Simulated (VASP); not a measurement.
OSZICAR of a VASP run on Rh (fcc):

### OSZICAR
```
       N       E                     dE             d eps       ncg     rms          rms(c)
DAV:   1     0.113004336375E+03    0.11300E+03   -0.91807E+03  3201   0.143E+03
DAV:   2    -0.620974943605E+01   -0.11921E+03   -0.11428E+03  3277   0.383E+02
DAV:   3    -0.772705704932E+01   -0.15173E+01   -0.15085E+01  3736   0.487E+01
DAV:   4    -0.773670557663E+01   -0.96485E-02   -0.96476E-02  3491   0.394E+00
DAV:   5    -0.773685054982E+01   -0.14497E-03   -0.14497E-03  3646   0.457E-01    0.105E+01
DAV:   6    -0.726477338454E+01    0.47208E+00   -0.11030E+00  3343   0.156E+01    0.375E+00
DAV:   7    -0.724669027805E+01    0.18083E-01   -0.25050E-02  3589   0.207E+00    0.175E+00
DAV:   8    -0.724314320855E+01    0.35471E-02   -0.41822E-03  3316   0.104E+00    0.214E-01
DAV:   9    -0.724298017494E+01    0.16303E-03   -0.18040E-04  3691   0.222E-01    0.179E-02
DAV:  10    -0.724298438381E+01   -0.42089E-05   -0.35304E-06  3488   0.263E-02    0.282E-03
DAV:  11    -0.724298431653E+01    0.67284E-07   -0.39419E-07  1943   0.938E-03
   1 F= -.63963770E+01 E0= -.63962890E+01  d E =-.639638E+01
```

### Question
Which electronic solver shows in the log?

### Answer
It is blocked Davidson (ALGO = Normal, or the opening steps of other solvers). The INCAR had ALGO = Normal.

### Question
Can the final energy be trusted as converged?

### Answer
The run converged. It stopped with EDIFF = 1E-6, NELM = 100, NSW = 40 and EDIFFG = -0.02 after 1 ionic step (PBE GGA, plane waves, VASP's PBE PAW potentials (set 64)).

The compound is Rh in the fcc structure. It was relaxed first under an external pressure of 10 GPa.
